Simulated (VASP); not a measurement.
Calculation: vdW-DF-cx, VASP's PBE PAW potentials (set 64) (plane waves; VASP).

VASP ran on this input.

### INCAR
```
SYSTEM = Zr
PREC = Accurate
ENCUT = 520
EDIFF = 1E-7
NELM = 100
ALGO = Normal
LREAL = .FALSE.
LASPH = .TRUE.
ISMEAR = 1
SIGMA = 0.1
GGA = CX
LUSE_VDW = .TRUE.
AGGAC = 0.0
LMAXMIX = 4
LWAVE = .FALSE.
LCHARG = .FALSE.
ISIF = 4
IBRION = 2
NSW = 30
EDIFFG = -0.01
```

### KPOINTS
```
kpoints
0
Gamma
13 13 7
```

### POSCAR
```
Zr
1.0
  1.5928995241  -2.7589828550   0.0000000000
  1.5928995241   2.7589828550   0.0000000000
  0.0000000000   0.0000000000   5.1346949975
Zr
2
Cart
  1.5928995241   0.9196627910   1.2836737494
  1.5928995241  -0.9196627910   3.8510212481
```

POTCAR, in this order: Zr_sv (PBE.64 set). Program: vasp_std.

The resulting files:

**OSZICAR**
```
       N       E                     dE             d eps       ncg     rms          rms(c)
DAV:   1     0.224446329524E+03    0.22445E+03   -0.13659E+04  2688   0.149E+03
DAV:   2     0.134824899048E+01   -0.22310E+03   -0.22120E+03  3424   0.416E+02
DAV:   3    -0.128279677708E+02   -0.14176E+02   -0.14094E+02  5056   0.787E+01
DAV:   4    -0.130913843862E+02   -0.26342E+00   -0.26339E+00  2976   0.119E+01
DAV:   5    -0.130994485874E+02   -0.80642E-02   -0.80635E-02  4264   0.134E+00    0.157E+01
DAV:   6    -0.125093257742E+02    0.59012E+00   -0.91709E-01  2792   0.848E+00    0.635E+00
DAV:   7    -0.123924658878E+02    0.11686E+00   -0.61082E-01  3792   0.602E+00    0.111E+00
DAV:   8    -0.123977038039E+02   -0.52379E-02   -0.41703E-02  3504   0.177E+00    0.259E-01
DAV:   9    -0.123977910462E+02   -0.87242E-04   -0.14018E-03  3368   0.398E-01    0.396E-02
DAV:  10    -0.123977474385E+02    0.43608E-04   -0.33704E-05  3912   0.469E-02    0.232E-02
DAV:  11    -0.123977475985E+02   -0.15998E-06   -0.92977E-06  2944   0.392E-02    0.501E-03
DAV:  12    -0.123977475641E+02    0.34355E-07   -0.45603E-07  3144   0.554E-03
   1 F= -.12397748E+02 E0= -.12397618E+02  d E =-.123977E+02
```

### OUTCAR
```
------------------------ aborting loop because EDIFF is reached ----------------------------------------
  FORCE on cell =-STRESS in cart. coord.  units (eV):
  Direction    XX          YY          ZZ          XY          YZ          ZX
  --------------------------------------------------------------------------------------
  Total        0.0005802      0.0005802      0.0109761      0.0000000      0.0000000      0.0000000
  in kB        0.0205965      0.0205965      0.3896517      0.0000000      0.0000000      0.0000000
  external PRESSURE =       0.1436149 kB  Pullay stress =       0.0000000 kB
  volume of cell :       45.13
      direct lattice vectors                 reciprocal lattice vectors
     1.592899524 -2.758982855  0.000000000     0.313892994 -0.181226208  0.000000000
     1.592899524  2.758982855  0.000000000     0.313892994  0.181226208  0.000000000
     0.000000000  0.000000000  5.134694997     0.000000000  0.000000000  0.194753535
 POSITION                                       TOTAL-FORCE (eV/Angst)
 -----------------------------------------------------------------------------------
      1.59290      0.91966      1.28367         0.000000      0.000000      0.000000
      1.59290     -0.91966      3.85102        -0.000000     -0.000000      0.000000
 -----------------------------------------------------------------------------------
    total drift:                                0.000135      0.001123     -0.000019
  FREE ENERGIE OF THE ION-ELECTRON SYSTEM (eV)
  ---------------------------------------------------
  free  energy   TOTEN  =       -12.3977475641 eV

  energy  without entropy=      -12.3973600213  energy(sigma->0) =      -12.39761838

 reached required accuracy - stopping structural energy minimisation
```
(Selected blocks of OUTCAR.)

File OUTCAR:
```
 val. band max:        9.2581877651   @ k =   0.1538   0.1538   0.4286

 cond. band min:       9.2631240958   @ k =   0.3077   0.3077   0.2857


 Fermi energy:         9.2593500287

 k-point     1 :       0.0000    0.0000    0.0000
  band No.  band energies     occupation
      1     -39.4568      2.00000
      2     -39.2876      2.00000
      3     -18.0569      2.00000
      4     -17.0933      2.00000
      5     -17.0933      2.00000
      6     -16.9651      2.00000
      7     -16.9468      2.00000
      8     -16.9468      2.00000
      9       3.5435      2.00000
     10       6.1206      2.00000
     11      10.1246     -0.00000
     12      10.1246     -0.00000
     13      10.1585     -0.00000
     14      10.4602     -0.00000
     15      10.8213     -0.00000
     16      10.8213     -0.00000

 k-point     2 :       0.0769   -0.0000    0.0000
  band No.  band energies     occupation
      1     -39.4489      2.00000
      2     -39.2840      2.00000
      3     -18.0369      2.00000
      4     -17.1398      2.00000
      5     -17.1082      2.00000
      6     -16.9948      2.00000
      7     -16.9731      2.00000
      8     -16.9530      2.00000
      9       3.7173      2.00000
     10       6.2816      2.00000
     11       9.6850     -0.00000
     12      10.1085     -0.00000
     13      10.2863     -0.00000
     14      10.4973     -0.00000
     15      10.6754     -0.00000
     16      10.9738     -0.00000

 k-point     3 :       0.1538    0.0000    0.0000
  band No.  band energies     occupation
      1     -39.4267      2.00000
      2     -39.2744      2.00000
      3     -17.9791      2.00000
      4     -17.2683      2.00000
      5     -17.1481      2.00000
      6     -17.1247      2.00000
      7     -16.9974      2.00000
      8     -16.9714      2.00000
      9       4.2086      2.00000
     10       6.7015      2.00000
     11       9.1421      2.07002
     12       9.3244      0.11683
     13      10.2677     -0.00000
...
```

The compound is Zr in the hcp structure. It was relaxed first.
